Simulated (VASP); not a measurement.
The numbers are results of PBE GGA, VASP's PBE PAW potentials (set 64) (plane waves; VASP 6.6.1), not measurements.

The input files of a VASP run:

### INCAR
```
SYSTEM = NaCl
PREC = Accurate; ENCUT = 400; LREAL = .FALSE.
LASPH = .TRUE.
EDIFF = 1E-6; NELM = 100; ALGO = Normal
IMIX = 1; AMIX = 0.6; BMIX = 1.0
ISMEAR = 0; SIGMA = 0.05
GGA = PE
ISIF = 2
LWAVE = .FALSE.; LCHARG = .FALSE.
```

KPOINTS:
```
Automatic mesh
0
Gamma
7 7 7
0 0 0
```

POSCAR:
```
NaCl
1
    0.0000000000     2.8200000000     2.8200000000
    2.8200000000     0.0000000000     2.8200000000
    2.8200000000     2.8200000000     0.0000000000
Na Cl
1 1
Direct
  0.0000000000   0.0000000000   0.0000000000
  0.5000000000   0.5000000000   0.5000000000
```

POTCAR, in this order: Na_pv Cl (PBE.64 set). Program: vasp_std.

Q: Predict the energy per atom (σ→0), band gap (on the k-mesh).

A: 
```yaml
energy per atom (σ→0): -3.387 eV/atom
band gap (on the k-mesh): 5.10 eV
```

### OSZICAR
```
...
DAV:   9    -0.677428476404E+01   -0.80655E-03   -0.55360E-04   497   0.233E-01    0.884E-02
DAV:  10    -0.677454565812E+01   -0.26089E-03   -0.15173E-04   470   0.114E-01    0.357E-02
DAV:  11    -0.677462470416E+01   -0.79046E-04   -0.41942E-05   479   0.564E-02    0.159E-02
DAV:  12    -0.677464785193E+01   -0.23148E-04   -0.11917E-05   497   0.293E-02    0.789E-03
DAV:  13    -0.677465448302E+01   -0.66311E-05   -0.33704E-06   470   0.153E-02    0.414E-03
DAV:  14    -0.677465634107E+01   -0.18580E-05   -0.95320E-07   488   0.797E-03    0.220E-03
DAV:  15    -0.677465684709E+01   -0.50602E-06   -0.26527E-07   415   0.412E-03
   1 F= -.67746568E+01 E0= -.67746568E+01  d E =-.656378E-15
```

The compound is NaCl in the rock salt structure. The cell was not relaxed at this level. The run is one of a series of settings (AMIX = 0.6, BMIX = 1.0, IMIX = 1 against the base run), some of them coarse on purpose.
